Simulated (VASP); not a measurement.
A run of VASP 6.6.1 is set up as follows.

File INCAR:

```
  ALGO = Fast
  EDIFF = 1E-4
  EDIFFG = -0.08
  ENCUT = 520
  GGA = PE
  IBRION = 2
  ISIF = 3
  ISMEAR = 0
  LASPH = T
  LCHARG = F
  LREAL = F
  LWAVE = F
  NELM = 60
  NSW = 24
  PREC = Normal
  SIGMA = 0.15
```

File KPOINTS:

```
k-points
0
Gamma
  7 7 2
```

POSCAR

```
GeB2C2
1.0
    2.7200000000      0.0000000000      0.0000000000
   -1.3600000000      2.3555891000      0.0000000000
    0.0000000000      0.0000000000      8.3000000000
Ge B C
1 2 2
Direct
    0.0000000000      0.0000000000      0.0000000000
    0.6666666700      0.3333333300      0.7100000000
    0.3333333300      0.6666666700      0.2900000000
    0.3333333300      0.6666666700      0.7100000000
    0.6666666700      0.3333333300      0.2900000000
```

Potentials or basis: VASP PAW PBE potentials, release 64 (Ge_d, B, C).

Run with:

```bash
$ cat potpaw_PBE.64/Ge_d/POTCAR potpaw_PBE.64/B/POTCAR potpaw_PBE.64/C/POTCAR > POTCAR
$ mpirun -np 1 vasp_std > vasp.out
```

Problem. Predict the band gap on the k mesh.

Solution. None (metal or under the smearing width).

Problem. What does it give for the space group after relaxing (to 0.05 Å)?

Solution. P-3m1 (No. 164).

Problem. What does it give for the relaxed cell?

Solution. a = 2.748 Å, b = 2.748 Å, c = 8.164 Å, α = 90.00°, β = 90.00°, γ = 120.00°.

Final structure:
```
Ge B C
1.0
     2.74818    0.00000    0.00000
    -1.37409    2.37999    0.00000
     0.00000    0.00000    8.16387
Ge B C
1 2 2
Direct
  0.00000 0.00000 0.00000
  0.66667 0.33333 0.70882
  0.33333 0.66667 0.29118
  0.33333 0.66667 0.71232
  0.66667 0.33333 0.28768
```

Caveat: the k mesh is coarse (spacing up to 0.38 Å⁻¹), so the values aren't converged.
